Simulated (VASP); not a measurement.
# Gap of C (Diamond), level by level, part 2 of 6

Aim: the band gap of C (Diamond) at many levels of theory on one cell, with the cost of each. LASPH is on for some levels and off for others; the table marks which. The start is a cell from a database of measured crystal structures.

VASP 6.6.1, plane waves and PAW; the level of theory is named at each step.

So far, least gap on mesh and path (eV): step 2 (bands, level LDA) 4.10; step 3 (bands, level PBE) 4.13.

## 4. Bands with r2SCAN

This step: r2SCAN; plane waves and PAW (C) (VASP 6.6.1).

r2SCAN adds the kinetic-energy density, costs more than a GGA and is run with LASPH.

File INCAR:

```
SYSTEM = C
PREC = Accurate
ENCUT = 520
EDIFF = 1E-06
NELM = 100
ISMEAR = 0
SIGMA = 0.02
LREAL = .FALSE.
ALGO = Normal
METAGGA = R2SCAN
LASPH = .TRUE.
NBANDS = 16
LORBIT = 11
LWAVE = .FALSE.
LCHARG = .FALSE.
KPAR = 4
```

File POSCAR:

```
C
1.0
    0.0000000000      1.7833700000      1.7833700000
    1.7833700000      0.0000000000      1.7833700000
    1.7833700000      1.7833700000      0.0000000000
C
2
Direct
    0.0000000000      0.0000000000      0.0000000000
    0.2500000000      0.2500000000      0.2500000000
```

File KPOINTS:

```
Automatic mesh
0
Gamma
7 7 7
0 0 0
```

File KPOINTS_OPT:

```
Line mode
16
Line-mode
Reciprocal
  0.00000000   0.00000000   0.00000000 GAMMA
  0.50000000   0.00000000   0.50000000 X

  0.50000000   0.00000000   0.50000000 X
  0.50000000   0.25000000   0.75000000 W

  0.50000000   0.25000000   0.75000000 W
  0.37500000   0.37500000   0.75000000 K

  0.37500000   0.37500000   0.75000000 K
  0.00000000   0.00000000   0.00000000 GAMMA

  0.00000000   0.00000000   0.00000000 GAMMA
  0.50000000   0.50000000   0.50000000 L

  0.50000000   0.50000000   0.50000000 L
  0.62500000   0.25000000   0.62500000 U

  0.62500000   0.25000000   0.62500000 U
  0.50000000   0.25000000   0.75000000 W

  0.50000000   0.25000000   0.75000000 W
  0.50000000   0.50000000   0.50000000 L

  0.50000000   0.50000000   0.50000000 L
  0.37500000   0.37500000   0.75000000 K

  0.62500000   0.25000000   0.62500000 U
  0.50000000   0.00000000   0.50000000 X
```

Potentials, in the order of the species: C (PBE family, release 64).

Launch:

```sh
mpirun -np 4 vasp_std
```

Numbers of over 12 decimals in the logs are rounded to 6 here.

Log:

```text
[banner, memory and clock lines left out]
running    4 mpi-ranks, on    1 nodes
[...]
[... a notice as in an earlier step ...]

 LDA part: xc-table for (None), standard interpolation
 POSCAR, INCAR and KPOINTS ok, starting setup
[...]
entering main loop
       N       E                     dE             d eps       ncg     rms          rms(c)
DAV:   1     0.117525478419E+01    0.11753E+01   -0.45971E+03   640   0.511E+02
DAV:   2    -0.216207336421E+02   -0.22796E+02   -0.22064E+02   864   0.115E+02
DAV:   3    -0.219427657423E+02   -0.32203E+00   -0.32192E+00   720   0.102E+01
DAV:   4    -0.219429984181E+02   -0.23268E-03   -0.23267E-03   848   0.345E-01
[...]
DAV:   8    -0.196539544587E+02   -0.10850E-02   -0.61545E-03   744   0.504E-01    0.405E-01
DAV:   9    -0.196543441699E+02   -0.38971E-03   -0.16889E-04   704   0.103E-01    0.203E-02
DAV:  10    -0.196543446495E+02   -0.47969E-06   -0.17246E-06   832   0.889E-03
   1 F= -.19654345E+02 E0= -.19654345E+02  d E =-.183668-111
 Start KPOINTS_OPT (optional k-point list driver)
k-point batch [1-20\160]
       N       E                     dE             ncg
DAV:   1     0.635205687093E+03   -0.52366E+04      640
DAV:   2     0.186470805120E+03   -0.44873E+03      856
DAV:   3     0.180031732450E+03   -0.64391E+01      704
DAV:   4     0.180027833957E+03   -0.38985E-02      824
DAV:   5     0.180027831061E+03   -0.28961E-05      728
DAV:   6     0.180027831058E+03   -0.23176E-08      656
[...]
k-point batch [141-160\160]
       N       E                     dE             ncg
DAV:   1     0.375659466981E+03   -0.93333E+04      648
DAV:   2    -0.904859360508E+02   -0.46615E+03      856
DAV:   3    -0.962439491545E+02   -0.57580E+01      792
DAV:   4    -0.962474154096E+02   -0.34663E-02      808
DAV:   5    -0.962474177701E+02   -0.23605E-05      792
DAV:   6    -0.962474177720E+02   -0.19451E-08      656
```

Wall time 42 s (4 MPI ranks of AMD EPYC 7R43, shared host); peak memory 0.34 GiB; 2.7 min of CPU time.

From OUTCAR (step 4):

```text
  Total       -0.0906303     -0.0906303     -0.0906303      0.0000000      0.0000000      0.0000000
  in kB      -12.8005858    -12.8005858    -12.8005858      0.0000000      0.0000000      0.0000000
  external PRESSURE =     -12.8005858 kB  Pullay stress =       0.0000000 kB

 POSITION                                       TOTAL-FORCE (eV/Angst)
 -----------------------------------------------------------------------------------
      0.00000      0.00000      0.00000        -0.000000      0.000000     -0.000000
      0.89168      0.89168      0.89168         0.000000     -0.000000      0.000000
 -----------------------------------------------------------------------------------
    total drift:                                0.000000      0.000000      0.000000

  FREE ENERGIE OF THE ION-ELECTRON SYSTEM (eV)
  ---------------------------------------------------
  free  energy   TOTEN  =       -19.6543446495 eV

  energy  without entropy=      -19.6543446495  energy(sigma->0) =      -19.65434465

[... 2 parts as in an earlier step ...]

[... 1 further part left out ...]
[key lines of the parts left out:]
E-fermi :  10.0285
```

The PAW data sets were made with PBE, which is usual practice but a small mismatch for other functionals.

Electronic bands along the path, in eV, zero at the valence-band top; v1 is the highest filled band, c1 the lowest empty one:

```
          point      v3     v2     v1     c1     c2     c3
              Γ    0.00   0.00   0.00   5.84   5.84   5.84
0.47 of the way   -4.35  -4.07  -4.07   4.73  11.29  11.70
              X  -13.59  -6.66  -6.66   5.00   5.00  17.88
0.47 of the way  -13.29  -7.59  -7.59   6.96   6.96  16.68
              W  -12.81  -8.72  -8.72  11.26  11.26  12.91
0.47 of the way  -12.44  -9.44  -7.08   8.08  11.43  14.07
              K  -12.49  -9.74  -5.68   5.96  11.31  15.21
0.53 of the way   -6.44  -5.41  -1.62   8.21   9.05  10.16
              Γ    0.00   0.00   0.00   5.84   5.84   5.84
0.47 of the way   -6.40  -1.71  -1.71   8.02   8.02   8.37
              L  -14.04  -2.98  -2.98   8.88   8.88   9.13
0.53 of the way  -13.16  -6.57  -4.29   7.38  11.71  12.63
              U  -12.49  -9.74  -5.68   5.96  11.31  15.21
0.47 of the way  -12.44  -9.51  -6.80   7.64  11.41  14.29
              W  -12.81  -8.72  -8.72  11.26  11.26  12.91
0.47 of the way  -12.89  -7.05  -5.20   8.84   9.99  14.06
              L  -14.04  -2.98  -2.98   8.88   8.88   9.13
0.53 of the way  -13.16  -6.57  -4.29   7.38  11.71  12.63
              K  -12.49  -9.74  -5.68   5.96  11.31  15.21
      jump to U  -12.49  -9.74  -5.68   5.96  11.31  15.21
0.53 of the way  -13.35  -7.82  -6.44   5.21   6.77  17.21
              X  -13.59  -6.66  -6.66   5.00   5.00  17.88
```

The electronic bands as a text plot (rows in eV, shown from -8.0 to 5.8 only):

```
    5.5 |+++      +               +                           +
    5.0 |   +    +                                             ++
    4.4 |    ++++
    3.8 |
    3.2 |
    2.7 |
    2.1 |
    1.5 |
    0.9 |
    0.4 |
   -0.2 |*                      ****
   -0.8 | *                    *   **
   -1.4 | **                  * *    *
   -1.9 |  *                 *  *     *
   -2.5 |                              **
   -3.1 |   *               *       *    **            ***
   -3.7 |   *              *   *           *          ** **
   -4.3 |                     **           **              *
   -4.8 |    *            *                  *       **   * *
   -5.4 |    **          *    *      *        *              *
   -6.0 |      *        *                   *  *    *         *
   -6.6 |     * **           *                  *    *     *   **
   -7.1 |         **   *                           *
   -7.7 |                    *        *      *   *             *
         Γ       X    W  K        Γ      L     U  W     L   K|U X
```

The gap is 4.32 eV, indirect, from Γ to a point between the labelled ones. Against LDA that is +0.22 eV; this run took 3.8 times the core time.

## 5. Bands with TB-mBJ

This step: TB-mBJ; plane waves and PAW (C) (VASP 6.6.1).

TB-mBJ is a local potential fitted to gaps: it costs far less than a hybrid but gives no energy.

Edit INCAR of step 4 so:

```diff
@@ -4,3 +4,3 @@
 EDIFF = 1E-06
-NELM = 100
+NELM = 150
 ISMEAR = 0
@@ -9,3 +9,3 @@
 ALGO = Normal
-METAGGA = R2SCAN
+METAGGA = MBJ
 LASPH = .TRUE.
```

POSCAR is that of step 4.

KPOINTS is that of step 4.

KPOINTS_OPT is that of step 4.

Launch:

```sh
mpirun -np 4 vasp_std
```

Log:

```text
[... set-up lines as in an earlier step ...]
 entering main loop
       N       E                     dE             d eps       ncg     rms          rms(c)
DAV:   1     0.191531518277E+02    0.19153E+02   -0.44601E+03   640   0.496E+02
DAV:   2    -0.296532735087E+01   -0.22118E+02   -0.21395E+02   864   0.112E+02
DAV:   3    -0.327798472710E+01   -0.31266E+00   -0.31254E+00   720   0.981E+00
DAV:   4    -0.327821101274E+01   -0.22629E-03   -0.22628E-03   840   0.333E-01
[...]
DAV:  28    -0.133687557882E+01   -0.10059E-04   -0.79502E-12   336   0.164E-05    0.687E-06
DAV:  29    -0.133688026866E+01   -0.46898E-05   -0.11667E-11   344   0.195E-05    0.119E-05
DAV:  30    -0.133688041257E+01   -0.14391E-06   -0.27810E-12   336   0.103E-05
   1 F= -.13368804E+01 E0= -.13368804E+01  d E =-.985364-110
 Start KPOINTS_OPT (optional k-point list driver)
k-point batch [1-20\160]
       N       E                     dE             ncg
DAV:   1     0.662635018773E+03   -0.52092E+04      640
DAV:   2     0.218151091042E+03   -0.44448E+03      856
DAV:   3     0.211946311052E+03   -0.62048E+01      712
DAV:   4     0.211942471987E+03   -0.38391E-02      840
DAV:   5     0.211942468730E+03   -0.32567E-05      736
DAV:   6     0.211942468726E+03   -0.44825E-08      664
[...]
k-point batch [141-160\160]
       N       E                     dE             ncg
DAV:   1     0.418179060742E+03   -0.92908E+04      648
DAV:   2    -0.414244290375E+02   -0.45960E+03      856
DAV:   3    -0.469502919479E+02   -0.55259E+01      816
DAV:   4    -0.469539350366E+02   -0.36431E-02      776
DAV:   5    -0.469539381856E+02   -0.31490E-05      824
DAV:   6    -0.469539381890E+02   -0.34597E-08      640
```

Run time: 21 s. Hardware: 4 MPI ranks; peak memory 0.4 GiB.

From OUTCAR (step 5):

```text
  Total       -5.5315832     -5.5315832     -5.5315832     -0.0000000      0.0000000     -0.0000000
  in kB     -781.2781304   -781.2781304   -781.2781304     -0.0000000      0.0000000     -0.0000000
  external PRESSURE =    -781.2781304 kB  Pullay stress =       0.0000000 kB

 POSITION                                       TOTAL-FORCE (eV/Angst)
 -----------------------------------------------------------------------------------
      0.00000      0.00000      0.00000        -0.000000     -0.000000     -0.000000
      0.89168      0.89168      0.89168         0.000000      0.000000      0.000000
 -----------------------------------------------------------------------------------
    total drift:                                0.000000      0.000000      0.000000

  FREE ENERGIE OF THE ION-ELECTRON SYSTEM (eV)
  ---------------------------------------------------
  free  energy   TOTEN  =        -1.3368804126 eV

  energy  without entropy=       -1.3368804126  energy(sigma->0) =       -1.33688041

[... 2 parts as in an earlier step ...]

[... 1 further part left out ...]
[key lines of the parts left out:]
E-fermi :   9.7642
```

This functional is a potential without an energy, so its energies, forces and stress mean nothing and are not read.

The electronic bands at the labelled points (eV, zero at the valence-band top; v1 is the highest filled band, c1 the lowest empty one):

```
          point      v3     v2     v1     c1     c2     c3
              Γ    0.00   0.00   0.00   6.62   6.62   6.62
0.47 of the way   -4.19  -3.68  -3.68   5.41  11.82  12.25
              X  -13.01  -6.13  -6.13   5.59   5.59  18.78
0.47 of the way  -12.75  -6.97  -6.97   7.49   7.49  17.46
              W  -12.34  -7.98  -7.98  11.71  11.71  13.47
0.47 of the way  -11.93  -8.65  -6.48   8.60  11.90  14.70
              K  -11.95  -8.93  -5.20   6.55  11.79  15.98
0.53 of the way   -6.08  -4.91  -1.46   8.96   9.60  10.51
              Γ    0.00   0.00   0.00   6.62   6.62   6.62
0.47 of the way   -5.97  -1.53  -1.53   8.70   8.70   8.77
              L  -13.17  -2.71  -2.71   9.37   9.52   9.52
0.53 of the way  -12.37  -6.11  -3.92   7.96  12.34  13.01
              U  -11.95  -8.93  -5.20   6.55  11.79  15.98
0.47 of the way  -11.93  -8.72  -6.23   8.16  11.88  14.93
              W  -12.34  -7.98  -7.98  11.71  11.71  13.47
0.47 of the way  -12.13  -6.57  -4.73   9.41  10.45  14.70
              L  -13.17  -2.71  -2.71   9.37   9.52   9.52
0.53 of the way  -12.37  -6.11  -3.92   7.96  12.34  13.01
              K  -11.95  -8.93  -5.20   6.55  11.79  15.98
      jump to U  -11.95  -8.93  -5.20   6.55  11.79  15.98
0.53 of the way  -12.78  -7.18  -5.92   5.81   7.30  18.07
              X  -13.01  -6.13  -6.13   5.59   5.59  18.78
```

The electronic bands as a text plot (rows in eV, shown from -8.0 to 6.6 only):

```
    6.3 |+++    +                 +            +              +
    5.7 |   +    ++                                            ++
    5.1 |    ++++
    4.5 |
    3.9 |
    3.3 |
    2.7 |
    2.1 |
    1.4 |
    0.8 |
    0.2 |                        **
   -0.4 |*                      ** **
   -1.0 | *                   **   * *
   -1.6 |  *                 *  *     *
   -2.2 |                              *
   -2.8 |   *               *  *    *   ****           ***
   -3.4 |   *              *                *         ** **
   -4.0 |    *                **           *         *    **
   -4.6 |     *          **          *       **       *     *
   -5.3 |    * *        *     *             *  *             **
   -5.9 |       **           *                  *   **     *   **
   -6.5 |     *   *    *                           *            *
   -7.1 |          *        **        *      *   *             *
   -7.7 |           ***                           * *       *
         Γ       X    W  K        Γ      L     U  W     L   K|U X
```

The gap is 4.95 eV, indirect, from Γ to a point between the labelled ones. Against LDA that is +0.85 eV; this run took 1.9 times the core time.

## 6. Bands with TPSS

This step: TPSS; plane waves and PAW (C) (VASP 6.6.1).

TPSS is an older meta-GGA.

Edit INCAR of step 5 so:

```diff
@@ -4,3 +4,3 @@
 EDIFF = 1E-06
-NELM = 150
+NELM = 100
 ISMEAR = 0
@@ -9,3 +9,3 @@
 ALGO = Normal
-METAGGA = MBJ
+METAGGA = TPSS
 LASPH = .TRUE.
```

POSCAR is that of step 5.

KPOINTS is that of step 5.

KPOINTS_OPT is that of step 5.

Launch:

```sh
mpirun -np 4 vasp_std
```

Log:

```text
[... set-up lines as in an earlier step ...]
 entering main loop
       N       E                     dE             d eps       ncg     rms          rms(c)
DAV:   1     0.162750352535E+01    0.16275E+01   -0.45475E+03   640   0.507E+02
DAV:   2    -0.207492447751E+02   -0.22377E+02   -0.21592E+02   848   0.114E+02
DAV:   3    -0.210639058655E+02   -0.31466E+00   -0.31452E+00   704   0.100E+01
DAV:   4    -0.210640159696E+02   -0.11010E-03   -0.11010E-03   848   0.241E-01
[...]
DAV:  12    -0.208949183630E+02   -0.82052E-04   -0.10256E-04   688   0.812E-02    0.111E-01
DAV:  13    -0.208949102605E+02    0.81025E-05   -0.21632E-06   776   0.964E-03    0.779E-02
DAV:  14    -0.208949101099E+02    0.15056E-06   -0.15171E-06   720   0.100E-02
   1 F= -.20894910E+02 E0= -.20894910E+02  d E =-.548459E-52
 Start KPOINTS_OPT (optional k-point list driver)
k-point batch [1-20\160]
       N       E                     dE             ncg
DAV:   1     0.688368368411E+03   -0.51835E+04      640
DAV:   2     0.251959396838E+03   -0.43641E+03      856
DAV:   3     0.245590136472E+03   -0.63693E+01      704
DAV:   4     0.245586107121E+03   -0.40294E-02      832
DAV:   5     0.245586103980E+03   -0.31411E-05      736
DAV:   6     0.245586103978E+03   -0.25503E-08      656
[...]
k-point batch [141-160\160]
       N       E                     dE             ncg
DAV:   1     0.438575994497E+03   -0.92704E+04      648
DAV:   2    -0.136875585834E+02   -0.45226E+03      856
DAV:   3    -0.193789422691E+02   -0.56914E+01      784
DAV:   4    -0.193824713102E+02   -0.35290E-02      808
DAV:   5    -0.193824737988E+02   -0.24886E-05      800
DAV:   6    -0.193824738011E+02   -0.23865E-08      664
```

It took 52 s on 4 MPI ranks; peak memory 0.39 GiB; 3.4 min of CPU time.

OUTCAR, selected parts (step 6):

```text
  Total        0.1303881      0.1303881      0.1303881      0.0000000      0.0000000      0.0000000
  in kB       18.4159492     18.4159492     18.4159492      0.0000000      0.0000000      0.0000000
  external PRESSURE =      18.4159492 kB  Pullay stress =       0.0000000 kB

  FREE ENERGIE OF THE ION-ELECTRON SYSTEM (eV)
  ---------------------------------------------------
  free  energy   TOTEN  =       -20.8949101099 eV

  energy  without entropy=      -20.8949101099  energy(sigma->0) =      -20.89491011

[... 3 parts as in an earlier step ...]

[... 1 further part left out ...]
[key lines of the parts left out:]
E-fermi :   9.9892
```

The electronic bands at the labelled points (eV, zero at the valence-band top; v1 is the highest filled band, c1 the lowest empty one):

```
          point      v3     v2     v1     c1     c2     c3
              Γ    0.00   0.00   0.00   5.82   5.82   5.82
0.47 of the way   -4.13  -3.87  -3.87   4.63  10.91  11.39
              X  -13.04  -6.37  -6.37   4.77   4.77  17.28
0.47 of the way  -12.74  -7.30  -7.30   6.69   6.69  16.15
              W  -12.25  -8.43  -8.43  10.76  10.76  12.62
0.47 of the way  -11.92  -9.15  -6.81   7.78  11.00  13.68
              K  -11.98  -9.44  -5.42   5.72  10.91  14.77
0.53 of the way   -6.14  -5.18  -1.53   8.10   8.88   9.81
              Γ    0.00   0.00   0.00   5.82   5.82   5.82
0.47 of the way   -6.13  -1.62  -1.62   7.90   7.90   8.17
              L  -13.60  -2.83  -2.83   8.73   8.73   8.93
0.53 of the way  -12.72  -6.30  -4.09   7.15  11.44  12.27
              U  -11.98  -9.44  -5.42   5.72  10.91  14.77
0.47 of the way  -11.93  -9.22  -6.54   7.35  10.99  13.88
              W  -12.25  -8.43  -8.43  10.76  10.76  12.62
0.47 of the way  -12.45  -6.75  -4.98   8.51   9.75  13.70
              L  -13.60  -2.83  -2.83   8.73   8.73   8.93
0.53 of the way  -12.72  -6.30  -4.09   7.15  11.44  12.27
              K  -11.98  -9.44  -5.42   5.72  10.91  14.77
      jump to U  -11.98  -9.44  -5.42   5.72  10.91  14.77
0.53 of the way  -12.81  -7.53  -6.16   4.98   6.50  16.65
              X  -13.04  -6.37  -6.37   4.77   4.77  17.28
```

The electronic bands as a text plot (rows in eV, shown from -8.0 to 5.8 only):

```
    5.5 |+++    +                 +            +              +
    5.0 |   +    ++                                            ++
    4.4 |    ++++
    3.8 |
    3.2 |
    2.7 |
    2.1 |
    1.5 |
    0.9 |
    0.3 |
   -0.2 |*                      ****
   -0.8 | *                    *   **
   -1.4 | **                  * *    *
   -2.0 |  *                 *  *     *
   -2.5 |                           *  ***
   -3.1 |   *               *  *          **           ***
   -3.7 |                  *               **         ** **
   -4.3 |    *                **                     *    **
   -4.8 |     *          **   *      *       *        *     *
   -5.4 |    *          *                   * **             *
   -6.0 |     ***            *                      **        **
   -6.6 |        **    *                        *          *    *
   -7.1 |          *         *        *            *
   -7.7 |           *       *                *   *  *          *
         Γ       X    W  K        Γ      L     U  W     L   K|U X
```

The gap is 4.17 eV, indirect, from Γ to a point between the labelled ones. Against LDA that is +0.07 eV; this run took 4.6 times the core time.

(Continued in part 3 of 6.)

[Lines on the potential files, build, host, timing and source positions are cut from VASP's logs without a mark.]

[Logs are printed without paths, hosts, clocks, repeated set-up lines and the standing remarks that a program may print on its own settings, such as how far it seeks lower states.]

[Hosts, paths, dates, database ids (printed as entryN), source tags and the programs' standing remarks are cut or masked in the printed files.]

[A measured line is paired with the nearest computed mode of its activity, which favours agreement.]
